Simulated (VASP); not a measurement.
Output of a VASP run:

File OUTCAR:
```
 ion  position               nearest neighbor table
   1  0.667  0.333  0.500-   4 2.33   4 2.33   4 2.33   3 2.33
   2  0.333  0.667  0.000-   3 2.33   3 2.33   3 2.33   4 2.33
   3  0.667  0.333  0.875-   2 2.33   2 2.33   2 2.33   1 2.33
   4  0.333  0.667  0.375-   1 2.33   1 2.33   1 2.33   2 2.33
  LATTYP: Found a hexagonal cell.
 ALAT       =     3.7958655391
 C/A-ratio  =     1.6422372058
 Subroutine PRICEL returns:
 Original cell was already a primitive cell.
 Subroutine GETGRP returns: Found 12 space group operations
The static configuration has the point symmetry C_3v.
 The point group associated with its full space group is C_6v.
The dynamic configuration has the point symmetry C_3v.
 Subroutine INISYM returns: Found 12 space group operations
 Subroutine IBZKPT returns following result:
 Found     24 irreducible k-points:

 Following reciprocal coordinates:
            Coordinates               Weight
  0.000000  0.000000  0.000000      1.000000
  0.142857  0.000000  0.000000      6.000000
  0.285714  0.000000  0.000000      6.000000
  0.428571  0.000000  0.000000      6.000000
  0.142857  0.142857  0.000000      6.000000
  0.285714  0.142857  0.000000     12.000000
  0.428571  0.142857  0.000000      6.000000
  0.285714  0.285714  0.000000      6.000000
  0.000000  0.000000  0.250000      2.000000
  0.142857  0.000000  0.250000     12.000000
  0.285714  0.000000  0.250000     12.000000
  0.428571  0.000000  0.250000     12.000000
  0.142857  0.142857  0.250000     12.000000
  0.285714  0.142857  0.250000     24.000000
  0.428571  0.142857  0.250000     12.000000
  0.285714  0.285714  0.250000     12.000000
  0.000000  0.000000  0.500000      1.000000
  0.142857  0.000000  0.500000      6.000000
  0.285714  0.000000  0.500000      6.000000
  0.428571  0.000000  0.500000      6.000000
  0.142857  0.142857  0.500000      6.000000
  0.285714  0.142857  0.500000     12.000000
  0.428571  0.142857  0.500000      6.000000
  0.285714  0.285714  0.500000      6.000000
   k-points           NKPTS =     24   k-points in BZ     NKDIM =     24   number of bands    NBANDS=     22
   number of dos      NEDOS =    301   number of ions     NIONS =      4
   total plane-waves  NPLWV =  37632
   dimension x,y,z NGX =    28 NGY =   28 NGZ =   48
   dimension x,y,z NGXF=    56 NGYF=   56 NGZF=   96
   ions per type =               2   2
   PREC   = accura    normal or accurate (medium, high low for compatibility)
   ISTART =      0    job   : 0-new  1-cont  2-samecut
   ICHARG =      2    charge: 1-file 2-atom 10-const
   ISPIN  =      1    spin polarized calculation?
   LNONCOLLINEAR =      F non collinear calculations
   LSORBIT =      F    spin-orbit coupling
   INIWAV =      1    electr: 0-lowe 1-rand  2-diag
   ENCUT  =  520.0 eV  38.22 Ry    6.18 a.u.   7.06  7.06 11.59*2*pi/ulx,y,z
   NELM   =    100;   NELMIN=  2; NELMDL= -5     # of ELM steps
   EDIFF  = 0.1E-06   stopping-criterion for ELM
   LREAL  =      F    real-space projection
   NLSPLINE    = F    spline interpolate recip. space projectors
   LMAXMIX     =    4 max onsite mixed and CHGCAR
   VOSKOWN=      0    Vosko Wilk Nusair interpolation
   EDIFFG = -.1E-01   stopping-criterion for IOM
   NSW    =     30    number of steps for IOM
   NBLOCK =      1;   KBLOCK =     30    inner block; outer block
   IBRION =      2    ionic relax: 0-MD 1-quasi-New 2-CG
   NFREE  =      1    steps in history (QN), initial steepest desc. (CG)
   ISIF   =      4    stress and relaxation
   ISYM   =      2    0-nonsym 1-usesym 2-fastsym
   TEIN   =    0.0    initial temperature
   TEBEG  =    0.0;   TEEND  =   0.0 temperature during run
   SMASS  =  -3.00    Nose mass-parameter (am)
   PSTRESS=    0.0 pullay stress
   NELECT =      36.0000    total number of electrons
   EFERMI =   0.00;   METHOD = LEGACY
   ISMEAR =     0;   SIGMA  =   0.05  broadening in eV -4-tet -1-fermi 0-gaus
   IALGO  =     38    algorithm
   LDIAG  =      T    sub-space diagonalisation (order eigenvalues)
...
```

### OSZICAR
```
...
DAV:  15    -0.499869713353E+02   -0.13796E-02   -0.14114E-03  1116   0.401E-01    0.218E-02
DAV:  16    -0.499877088367E+02   -0.73750E-03   -0.81082E-04  1104   0.372E-01    0.156E-02
DAV:  17    -0.499877111255E+02   -0.22888E-05   -0.20001E-05  1290   0.418E-02    0.227E-02
DAV:  18    -0.499877128296E+02   -0.17041E-05   -0.37696E-06  1284   0.241E-02    0.112E-02
DAV:  19    -0.499877192771E+02   -0.64474E-05   -0.12667E-05  1142   0.400E-02    0.246E-03
DAV:  20    -0.499877206045E+02   -0.13274E-05   -0.13329E-06  1248   0.115E-02    0.524E-03
DAV:  21    -0.499877216822E+02   -0.10777E-05   -0.62268E-08   786   0.252E-03    0.527E-03
DAV:  22    -0.499877235588E+02   -0.18766E-05   -0.52966E-08   708   0.360E-03    0.392E-03
DAV:  23    -0.499877245793E+02   -0.10206E-05   -0.83536E-08   726   0.277E-03    0.327E-03
DAV:  24    -0.499877245604E+02    0.18897E-07   -0.23114E-08   606   0.135E-03
   1 F= -.49987725E+02 E0= -.49987725E+02  d E =-.499877E+02
       N       E                     dE             d eps       ncg     rms          rms(c)
DAV:   1    -0.499878114200E+02   -0.86841E-04   -0.90901E-03  1062   0.686E-01    0.498E-02
DAV:   2    -0.499877977635E+02    0.13656E-04   -0.20856E-04  1276   0.170E-01    0.286E-02
DAV:   3    -0.499877890645E+02    0.86990E-05   -0.31710E-05  1176   0.660E-02    0.104E-02
DAV:   4    -0.499877781130E+02    0.10952E-04   -0.15520E-05  1098   0.388E-02    0.335E-03
DAV:   5    -0.499877892629E+02   -0.11150E-04   -0.63611E-06  1062   0.282E-02    0.274E-03
DAV:   6    -0.499877812953E+02    0.79676E-05   -0.11233E-06  1092   0.125E-02    0.660E-04
DAV:   7    -0.499877890969E+02   -0.78016E-05   -0.54912E-07  1074   0.923E-03    0.367E-04
DAV:   8    -0.499877846943E+02    0.44027E-05   -0.12535E-07   714   0.442E-03    0.321E-04
DAV:   9    -0.499877857151E+02   -0.10209E-05   -0.82884E-09   588   0.777E-04    0.220E-04
DAV:  10    -0.499877855904E+02    0.12467E-06   -0.13770E-09   558   0.324E-04    0.111E-04
DAV:  11    -0.499877861981E+02   -0.60761E-06   -0.22211E-09   552   0.558E-04    0.331E-05
DAV:  12    -0.499877861356E+02    0.62483E-07   -0.30869E-10   558   0.154E-04
   2 F= -.49987786E+02 E0= -.49987786E+02  d E =-.615751E-04
       N       E                     dE             d eps       ncg     rms          rms(c)
DAV:   1    -0.499879645275E+02   -0.17833E-03   -0.47831E-02  1062   0.157E+00    0.114E-01
DAV:   2    -0.499878961165E+02    0.68411E-04   -0.10968E-03  1270   0.389E-01    0.655E-02
DAV:   3    -0.499878352835E+02    0.60833E-04   -0.16814E-04  1176   0.153E-01    0.238E-02
DAV:   4    -0.499878042218E+02    0.31062E-04   -0.82841E-05  1086   0.892E-02    0.773E-03
DAV:   5    -0.499878372236E+02   -0.33002E-04   -0.33437E-05  1062   0.643E-02    0.631E-03
DAV:   6    -0.499878209482E+02    0.16275E-04   -0.45299E-06  1080   0.254E-02    0.191E-03
DAV:   7    -0.499878355398E+02   -0.14592E-04   -0.15935E-06  1086   0.158E-02    0.957E-04
DAV:   8    -0.499878272162E+02    0.83236E-05   -0.42637E-07  1052   0.776E-03    0.804E-04
DAV:   9    -0.499878293371E+02   -0.21209E-05   -0.27761E-08   732   0.170E-03    0.519E-04
DAV:  10    -0.499878282956E+02    0.10415E-05   -0.96334E-09   570   0.921E-04    0.289E-04
DAV:  11    -0.499878303848E+02   -0.20892E-05   -0.20959E-08   552   0.170E-03    0.558E-05
DAV:  12    -0.499878302439E+02    0.14091E-06   -0.13208E-09   564   0.321E-04    0.348E-05
DAV:  13    -0.499878302838E+02   -0.39938E-07   -0.20226E-10   552   0.138E-04
   3 F= -.49987830E+02 E0= -.49987830E+02  d E =-.105723E-03
```

OUTCAR:
```
------------------------ aborting loop because EDIFF is reached ----------------------------------------
  FORCE on cell =-STRESS in cart. coord.  units (eV):
  Direction    XX          YY          ZZ          XY          YZ          ZX
  --------------------------------------------------------------------------------------
  Total       -0.0406052     -0.0406052     -0.0582604      0.0000000      0.0000000      0.0000000
  in kB       -0.8363608     -0.8363608     -1.2000109      0.0000000      0.0000000      0.0000000
  external PRESSURE =      -0.9575775 kB  Pullay stress =       0.0000000 kB
  volume of cell :       77.79
      direct lattice vectors                 reciprocal lattice vectors
     1.896751277 -3.285269540  0.000000000     0.263608627 -0.152194514  0.000000000
     1.896751277  3.285269540  0.000000000     0.263608627  0.152194514  0.000000000
     0.000000000  0.000000000  6.241480153    -0.000000000  0.000000000  0.160218406
  FREE ENERGIE OF THE ION-ELECTRON SYSTEM (eV)
  ---------------------------------------------------
  free  energy   TOTEN  =       -49.9878302838 eV

  energy  without entropy=      -49.9878302838  energy(sigma->0) =      -49.98783028

 reached required accuracy - stopping structural energy minimisation
```
(Selected blocks of OUTCAR.)

### POSCAR
```
ZnS
1
    1.8979327876    -3.2873159758     0.0000000000
    1.8979327876     3.2873159758     0.0000000000
    0.0000000000     0.0000000000     6.2337116167
Zn S
2 2
Direct
  0.6666670000   0.3333330000   0.5003064732
  0.3333330000   0.6666670000   0.0003064732
  0.6666670000   0.3333330000   0.8746935268
  0.3333330000   0.6666670000   0.3746935268
```

Question: Reconstruct the remaining input files.

Answer: This is not unique; one that fits is the input of the run itself, SCAN meta-GGA, plane waves, VASP's PBE PAW potentials (set 64).

### INCAR
```
! general
SYSTEM  = ZnS
PREC    = Accurate
ENCUT   = 520
LREAL   = F
LASPH   = T

! electronic loop
EDIFF   = 1E-7
NELM    = 100
ALGO    = Normal
LMAXMIX = 4
LMIXTAU = T

! smearing
ISMEAR  = 0
SIGMA   = 0.05

! functional
METAGGA = SCAN

! ions
IBRION  = 2
NSW     = 30
ISIF    = 4
EDIFFG  = -0.01

! output
LWAVE   = F
LCHARG  = F
```

**KPOINTS**
```
Automatic mesh
0
Gamma
7 7 4
0 0 0
```

POTCAR, in this order: Zn S (PBE.64 set). Program: vasp_std.

The compound is ZnS in the wurtzite structure, the high-temperature form. This run relaxes it. Symmetry was kept, so distortions that lower it aren't found.
